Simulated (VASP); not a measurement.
Level of theory: LDA (Ceperley-Alder, Perdew-Zunger), VASP's LDA PAW potentials (set 64) (plane waves; VASP). Each cell was relaxed at this level.

Q: Which of these has an unstable (imaginary) mode at Γ?
A) SiNi3, Pm-3m (221)
B) NaHO, Cmcm (63)
C) Mg3ZnO4, Cmmm (65)
D) Bi, R-3m (166)

A: B, NaHO, Cmcm (63). Its optical Γ-point modes are 487i, 58, 122, 248, 257, 260, 261, 266, 290, 325, 347, 684, 974, 3619, 3654 cm⁻¹.
